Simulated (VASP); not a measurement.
Crystal: NaF (Villiaumite).

```
CELL_PARAMETERS angstrom
0.00000 2.32000 2.32000
2.32000 0.00000 2.32000
2.32000 2.32000 0.00000
ATOMIC_POSITIONS crystal
Na 0.00000 0.00000 0.00000
F 0.50000 0.50000 0.50000
```

```yaml
Program: VASP 6.6.1
Task: relaxation of cell and atoms
Functional: PBE
Potentials_or_basis: VASP PAW PBE potentials, release 64 (Na_pv, F)
Cutoff: 600 eV
k_mesh: 10 × 10 × 10
Occupations: gaussian, width 0.03 eV
Spin: no spin polarisation
```

At the start: pressure 1.7 GPa; volume 12.49 Å³/atom.

Question: Where does the relaxation end?

Answer: Over 4 steps the energy falls by 2.3 meV/atom and the volume is 12.93 Å³/atom (+3.5 %); space group Fm-3m (No. 225, to 0.05 Å).

The path:
| step | energy change (eV) | largest force (eV/Å) | pressure (GPa) | volume (Å³) |
| --- | --- | --- | --- | --- |
| 1 | 0.0000 | 0.0000 | 1.70 | 24.97 |
| 2 | -0.0037 | 0.0000 | 0.68 | 25.45 |
| 3 | -0.0045 | 0.0000 | 0.22 | 25.72 |
| 4 | -0.0046 | 0.0000 | -0.01 | 25.85 |

Final structure:
```
Na F
1.0
     0.00000    2.34687    2.34687
     2.34687    0.00000    2.34687
     2.34687    2.34687    0.00000
Na F
1 1
Cartesian
  2.3469 2.3469 4.6937
  2.3469 2.3469 2.3469
```
